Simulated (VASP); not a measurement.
An input for Quantum ESPRESSO's pw.x (written as the equivalent of a VASP run, and not itself run):

```
&CONTROL
  calculation = 'scf'
  pseudo_dir = './pseudo'
  outdir = './out'
  tprnfor = .true.
  tstress = .true.
/
&SYSTEM
  ibrav = 0
  nat = 8
  ntyp = 1
  ecutwfc = 84
  occupations = 'smearing'
  smearing = 'gaussian'
  degauss = 0.000735
  input_dft = 'revpbe'
/
&ELECTRONS
  conv_thr = 7.3e-08
  electron_maxstep = 100
/
ATOMIC_SPECIES
  N 14.007 N.upf
CELL_PARAMETERS angstrom
     5.4821170    0.0000000    0.0000000
     0.0000000    5.4821170    0.0000000
     0.0000000    0.0000000    5.4821170
ATOMIC_POSITIONS crystal
  N    0.0574000  0.0574000  0.0574000
  N    0.9426000  0.9426000  0.9426000
  N    0.4426000  0.9426000  0.5574000
  N    0.5574000  0.0574000  0.4426000
  N    0.5574000  0.4426000  0.9426000
  N    0.4426000  0.5574000  0.0574000
  N    0.9426000  0.5574000  0.4426000
  N    0.0574000  0.4426000  0.5574000
K_POINTS automatic
  5 5 5 1 1 1
```

Q: Translate this input to VASP (INCAR, KPOINTS, POSCAR, choice of POTCAR).

A: One answer among several that fit: 
**INCAR**
```
SYSTEM = N2
PREC = Accurate
ENCUT = 400
EDIFF = 1E-6
NELM = 100
ALGO = Normal
LREAL = .FALSE.
LASPH = .TRUE.
ISMEAR = 0
SIGMA = 0.01
GGA = RE
LWAVE = .FALSE.
LCHARG = .FALSE.
ISIF = 2
```

KPOINTS:
```
Automatic mesh
0
Gamma
5 5 5
0.5 0.5 0.5
```

**POSCAR**
```
N2
1
    5.4821170000     0.0000000000     0.0000000000
    0.0000000000     5.4821170000     0.0000000000
    0.0000000000     0.0000000000     5.4821170000
N
8
Direct
  0.0574000000   0.0574000000   0.0574000000
  0.9426000000   0.9426000000   0.9426000000
  0.4426000000   0.9426000000   0.5574000000
  0.5574000000   0.0574000000   0.4426000000
  0.5574000000   0.4426000000   0.9426000000
  0.4426000000   0.5574000000   0.0574000000
  0.9426000000   0.5574000000   0.4426000000
  0.0574000000   0.4426000000   0.5574000000
```

POTCAR, in this order: N (PBE.64 set). Program: vasp_std.

Limits of the translation: the potentials are each code's own (VASP's PAW set, PseudoDojo norm-conserving files in pw.x), so ENCUT and ecutwfc are chosen apart and not converted; conv_thr bounds pw.x's estimated SCF error, while EDIFF bounds the energy change between steps.

The structure comes from a computed database's N2 entry; how it stands against other phases isn't given here. The cell was not relaxed at this level.
